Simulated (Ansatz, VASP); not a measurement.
# Ga2Te2S in two plane-wave programs, part 2 of 2

Wanted: the spread between two codes on one cell, functional and k mesh. The cell is invented: As first built, before any earlier steps moved the atoms (in the runner's words): it takes the Ga2S3 structure with some of its atoms replaced by other elements, volume scaled by an estimate. It may not be a known or stable phase. The cell is taken from a series of VASP runs on this material, whose earlier steps may have relaxed, scaled or displaced it; both programs get it as it stands.

VASP 6.6.1 and Ansatz 0.2.0.

So far. Step 2 (VASP: band structure, PBEsol with D3(BJ)): The run ends at a pressure of -0.02 GPa, with forces up to 0.0075 eV/Å.

## (4) Differences

Known differences besides the potentials themselves: the data sets hold 64 valence electrons in Ansatz (default PAW (the set named soft_2) files) and 44 in VASP; the cutoff is 420 eV in Ansatz and 400 eV in VASP; Ansatz makes its cores anew for this functional, VASP keeps those of its PBE data sets; VASP leaves aspherical gradient terms in its spheres out (LASPH is not set), Ansatz keeps them. Total energies have different zeros and are not compared.

Compared:

```csv
quantity,Ansatz,VASP,difference
pressure (GPa),0.11,-0.02,+0.13
gap over the path points (eV),0.969,0.966,+0.003
```

Levels at points of the path, from each program's valence-band top (eV; 4 filled, then empty):

```csv
k (reciprocal lattice),Ansatz,VASP
0.000 0.000 0.000,-1.83 -0.29 0.00 0.00 1.48 2.60 3.14,-1.84 -0.30 -0.01 0.00 1.47 2.57 3.13
0.130 -0.130 -0.130,-2.94 -1.63 -1.25 -0.15 2.37 3.46 3.73,-2.95 -1.64 -1.26 -0.14 2.36 3.46 3.71
0.261 -0.261 -0.261,-2.50 -2.49 -1.79 -0.78 1.59 1.92 2.64,-2.51 -2.50 -1.79 -0.78 1.58 1.92 2.63
0.214 -0.345 -0.214,-2.58 -2.31 -1.50 -0.97 1.72 1.83 2.71,-2.59 -2.32 -1.51 -0.97 1.71 1.83 2.70
0.123 -0.436 -0.123,-2.34 -2.19 -1.08 -1.06 1.83 2.74 3.30,-2.35 -2.20 -1.09 -1.05 1.83 2.73 3.29
0.067 -0.480 -0.067,-2.39 -2.00 -1.00 -0.68 1.57 3.25 3.59,-2.40 -2.02 -1.00 -0.69 1.56 3.23 3.58
0.028 -0.492 -0.028,-2.41 -1.95 -0.97 -0.46 1.37 3.36 3.64,-2.42 -1.97 -0.96 -0.47 1.36 3.34 3.63
-0.017 -0.483 -0.017,-2.42 -1.93 -0.97 -0.40 1.32 3.38 3.66,-2.44 -1.95 -0.96 -0.41 1.32 3.36 3.65
-0.150 -0.350 -0.150,-2.82 -1.76 -1.43 -0.44 1.96 3.10 3.85,-2.83 -1.77 -1.43 -0.45 1.95 3.09 3.84
-0.250 -0.250 -0.250,-2.71 -2.09 -1.42 -0.47 2.44 2.78 4.07,-2.71 -2.09 -1.43 -0.48 2.44 2.77 4.06
```

At this near-relaxed geometry the largest component of a force difference is 43 meV/Å. Among the levels compared at these points, filled levels agree within 18 meV and empty ones within 26 meV. Ansatz's pressure holds a Pulay correction of 0.03 GPa; VASP's holds none.

## (5) Other set-ups

Further runs change the set-up of one program: Ansatz's method, potentials or start, or VASP's data sets, cutoff or form of LDA. The table gives Ansatz less VASP for each quantity, since a change that brings one quantity closer may part another.

```csv
run,r.m.s. force difference (meV/Å),pressure (GPa),gap over the path points (eV)
as above,22,0.13,0.0030
cores kept as stored,24,0.14,0.0020
norm-conserving potentials (cutoff 1120 eV),22,0.18,0
```

## (6) VASP: single point, PBEsol with D3(BJ)

With cell and atoms fixed, the geometry can't cause a difference; cores, projectors, grids and the points listed under the comparison can.

Contents of INCAR:

```
SYSTEM = Ga2Te2S
PREC = Accurate
ENCUT = 400
EDIFF = 1E-06
NELM = 100
ISMEAR = -5
SIGMA = 0.05
LREAL = .FALSE.
ALGO = Normal
GGA = PS
IVDW = 12
NBANDS = 37
LORBIT = 11
LWAVE = .FALSE.
LCHARG = .FALSE.
KPAR = 2
NEDOS = 2001
```

Contents of POSCAR:

```
Ga2Te2S
1.0
   -2.0222808538      5.8842376542      2.7432354433
    2.0222808538     -5.8842376542      2.7432354433
    2.0222808538      5.8842376542     -2.7432354433
Te Ga S
2 2 1
Direct
    0.8615209183      0.2143043299      0.6472165882
    0.5670877417      0.2143043299      0.3527834118
    0.1731725036      0.0241980014      0.1489745023
    0.8752234991      0.0241980014      0.8510254977
    0.2729943474      0.2729943474      0.0000000000
```

Contents of KPOINTS:

```
Automatic mesh
0
Gamma
10 10 10
0 0 0
```

PAW data sets: Te, Ga_d and S (PBE family, release 64).

Started as:

```
$ mpirun -np 2 vasp_std
```

Numbers of over 12 decimals in the logs are rounded to 6 here.

What it wrote:

```text
[banner, memory and clock lines left out]
running    2 mpi-ranks, on    1 nodes
[...]
[... a notice as in an earlier step ...]

 LDA part: xc-table for (Slater+PW92), standard interpolation
 POSCAR, INCAR and KPOINTS ok, starting setup
[...]
entering main loop
       N       E                     dE             d eps       ncg     rms          rms(c)
DAV:   1     0.319904634551E+03    0.31990E+03   -0.16240E+04 14066   0.126E+03
DAV:   2     0.267992268710E+02   -0.29311E+03   -0.27200E+03 13758   0.386E+02
DAV:   3    -0.185320454461E+02   -0.45331E+02   -0.44562E+02 15441   0.111E+02
DAV:   4    -0.205035625508E+02   -0.19715E+01   -0.19653E+01 15308   0.256E+01
[...]
DAV:  12    -0.199887001165E+02    0.47990E-05   -0.46055E-05 15604   0.386E-02    0.293E-02
DAV:  13    -0.199887016504E+02   -0.15339E-05   -0.12722E-05 15638   0.152E-02    0.119E-02
DAV:  14    -0.199887018288E+02   -0.17843E-06   -0.15557E-06 13120   0.101E-02
   1 F= -.21577038E+02 E0= -.21577038E+02  d E =0.000000E+00
```

OUTCAR, selected parts (step 6):

```text
 Edisp (eV)   -1.58834

  Total      -0.02836    -0.01579    -0.01548     0.00000     0.00000     0.00000
  in kB      -0.34798    -0.19379    -0.18991     0.00000     0.00000     0.00000
  external pressure =       -0.24 kB  Pullay stress =        0.00 kB

 POSITION                                       TOTAL-FORCE (eV/Angst)
 -----------------------------------------------------------------------------------
     -0.00000      7.61675      1.17577         0.000000      0.004937      0.004502
     -0.00000      4.15172      1.17577         0.000000     -0.004937      0.004502
      0.00000      1.75320      0.13276         0.000000      0.000932     -0.004690
      0.00000     10.01527      0.13276        -0.000000     -0.000932     -0.004690
      0.00000      0.00000      1.49778        -0.000000     -0.000000      0.000377
 -----------------------------------------------------------------------------------
    total drift:                                0.000003      0.000006     -0.000454

  FREE ENERGIE OF THE ION-ELECTRON SYSTEM (eV)
  ---------------------------------------------------
  free  energy   TOTEN  =       -21.5770380993 eV

  energy  without entropy=      -21.5770380993  energy(sigma->0) =      -21.57703810

[... 1 part as in an earlier step ...]

[... 2 further parts left out ...]
[key lines of the parts left out:]
E-fermi :   4.6254
```

The run ends at a pressure of -0.02 GPa, with forces up to 0.0067 eV/Å.

## (7) Ansatz: single point, PBEsol with D3(BJ)

The same cell, functional, mesh and smearing now go to Ansatz, which takes its cutoff from its data sets.

The cell is taken from a series of VASP runs on this material, whose earlier steps may have relaxed, scaled or displaced it; both programs get it as it stands.

Contents of input.yaml:

```yaml
crystal:
  lattice:
    - [-2.0222808538, 5.8842376542, 2.7432354433]
    - [2.0222808538, -5.8842376542, 2.7432354433]
    - [2.0222808538, 5.8842376542, -2.7432354433]
  atoms:
    - { symbol: Te, position: [0.8615209183, 0.2143043299, 0.6472165882] }
    - { symbol: Te, position: [0.5670877417, 0.2143043299, 0.3527834118] }
    - { symbol: Ga, position: [0.1731725036, 0.0241980014, 0.1489745023] }
    - { symbol: Ga, position: [0.8752234991, 0.0241980014, 0.8510254977] }
    - { symbol: S, position: [0.2729943474, 0.2729943474, 0.0] }
hamiltonian:
  xc: pbesol
  pseudopotentials: { kind: paw }
  dispersion: d3bj
kpoints:
  mp_grid: { grid: [10, 10, 10] }
scf:
  occupations: { method: tetrahedron }
output:
  forces: true
  stress: true
  write_density: true
  write_potential: true
  elf: true
  volumetric_format: npy
```

Started as:

```
$ ansatz run input.yaml --threads 2 --pin off --max-ram 4608MiB --backend cpu --events-out ev --progress --plain --runs-dir out
```

What it wrote:

```text
Warning: output.forces, output.stress, relax.cell or npt_langevin: where a Kohn–Sham band that disperses or a degenerate level is filled in part under the method tetrahedron, the forces or the stress that this run publishes need not agree with its energy (scf.occupations.method in the input reference, under Limitations); prefer a smearing scheme for the forces or the stress
[...]
k-point 0: bands = [... 28 lower, 5.6355, 7.1672, 7.4590, 7.4624, 8.9468, 10.0606, 10.6020, 11.6962, ... 3 higher]
  k-point 1: bands = [... 28 lower, 5.4504, 6.8091, 7.0858, 7.3786, 9.5029, 10.5971, 10.9492, 11.6246, ... 3 higher]
  k-point 2: bands = [... 28 lower, 4.9869, 6.1216, 6.5733, 7.1548, 9.9374, 11.1131, 11.1638, 11.5945, ... 3 higher]
  k-point 170: bands = [... 28 lower, 5.5576, 5.5702, 6.9147, 7.2034, 8.4313, 9.4239, 10.2233, 11.7175, ... 3 higher]
[key lines of the parts left out:]
SCF converged after 8 iterations
Free energy (F): -22177.783920 eV
Fermi energy:    7.462354 eV
P = ⅓ Tr σ = 0.1069 GPa (1.069 kbar)
```

Wall time 53 s (2 threads of Arm Neoverse V1, shared host); peak memory 0.82 GiB; 1.8 min of CPU time.

The run ends at a pressure of 0.11 GPa, with forces up to 0.054 eV/Å.

## (8) Differences

Both answers:

```csv
quantity,Ansatz,VASP,difference
pressure (GPa),0.11,-0.02,+0.13
gap on the k mesh (eV),0.969,0.966,+0.003
```

At this near-relaxed geometry the largest component of a force difference is 43 meV/Å. A gap on the mesh is an upper bound, since the band edges may lie between its points. Ansatz's pressure holds a Pulay correction of 0.03 GPa; VASP's holds none.

## (9) Further runs

Further runs change the set-up of one program: Ansatz's method, potentials or start, or VASP's data sets, cutoff or form of LDA. The table gives Ansatz less VASP for each quantity, since a change that brings one quantity closer may part another.

```csv
run,r.m.s. force difference (meV/Å),pressure (GPa),gap on the k mesh (eV)
as above,22,0.13,0.0028
cores kept as stored,24,0.14,0.0019
norm-conserving potentials (cutoff 1120 eV),22,0.18,-1.1e-4
```

## (10) What came out

- r.m.s. force difference (band structure, PBEsol with D3(BJ)): 22 meV/Å
- r.m.s. force difference (single point, PBEsol with D3(BJ)): 22 meV/Å

In words: The r.m.s. force difference is 22 meV/Å (single point, PBEsol with D3(BJ)), beyond the 12 meV/Å picked in this series as the mark of a large difference. Band structure, PBEsol with D3(BJ), cores kept as stored: the difference in gap over the path points goes from 0.0030 to 0.0020 eV. Band structure, PBEsol with D3(BJ), norm-conserving potentials (cutoff 1120 eV): the difference in pressure goes from 0.13 to 0.18 GPa; the difference in gap over the path points goes from 0.0030 to 0 eV. Single point, PBEsol with D3(BJ), cores kept as stored: the difference in gap on the k mesh goes from 0.0028 to 0.0019 eV. Single point, PBEsol with D3(BJ), norm-conserving potentials (cutoff 1120 eV): the difference in pressure goes from 0.13 to 0.18 GPa; the difference in gap on the k mesh goes from 0.0028 to -1.1e-4 eV. 2 further runs of this series are not shown here. How closely two codes agree says nothing of how well the functional describes the real material.

[Lines on the potential files, build, host, timing and source positions are cut from VASP's logs without a mark.]

[Logs are printed without paths, hosts, clocks, repeated set-up lines and the standing remarks that a program may print on its own settings, such as how far it seeks lower states.]

[Hosts, paths, dates, database ids (printed as entryN), source tags and the programs' standing remarks are cut or masked in the printed files.]
